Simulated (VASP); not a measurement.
HfN: stress against strain

HfN (rock salt, Fm-3m, 11.480 Å³/atom and stress up to 0.05 GPa in the relaxed cell, cube axes along x, y and z) under an equal strain ε along x and y, with z held. r2SCAN in VASP (plane waves, PAW), 600 eV, 18×18×18 Γ-centred mesh, Methfessel-Paxton smearing 0.10 eV; ions are relaxed, or left where forces stay under 0.02 eV/Å, within the symmetry of each cell. Stress is positive for a compressed cell.

Here s stands for strain and y for stress xx.

| strain (%) | stress xx (GPa) |
|---|---|
| -1.50 | 12.27 |
| -1.00 | 7.91 |
| -0.50 | 3.81 |
| 0.00 | -0.05 |
| 0.50 | -3.65 |
| 1.00 | -7.00 |
| 1.50 | -10.11 |
| 3.00 | ? |

Question: Fit y against s with a straight line, and predict the withheld value at s = 3.00.

Answer: Means: s 0, y 0.454. About the means, the sum of products is -52.210 and the sum of squares of s is 7.0000; the slope is their ratio. Least squares gives y = 0.454 - 7.4586·s. Residuals (row less fit): 0.628, -0.003, -0.373, -0.504, -0.375, 0.005, 0.624; standard error 0.513 (degrees of freedom: 5). The slope gives the elastic constants C11 + C12 = about 750 GPa. At the withheld row, y = 0.454 - 7.4586 × 3.0 = -21.922 GPa. The calculation gives -18.27 GPa, 3.652 GPa above the prediction (12.0 % of the range of y in the table). The row lies outside the fitted rows, so this is an extrapolation. From the scatter of the fitted rows alone, a prediction at this place has a standard error of 0.800 GPa, so the miss is 4.6 times that.

A polynomial of degree 2 through the 12 other runs of the series gives -17.92 there, so most of the miss is curvature that the fit leaves out. In a metal these values are sensitive to mesh and smearing; energies are taken to zero smearing, stresses follow the free energy. For HfN: the electron count is odd and the run is not spin-polarised, which forces a metal. Rows are the converged runs of the series near zero and its far end, less any whose ions stayed unrelaxed beside relaxed ones; series whose fitted rows scatter by over a few per cent of the range, as at a crossing or softening among them, aren't shown in this form. Most that stay on the fit to the last digits aren't either.
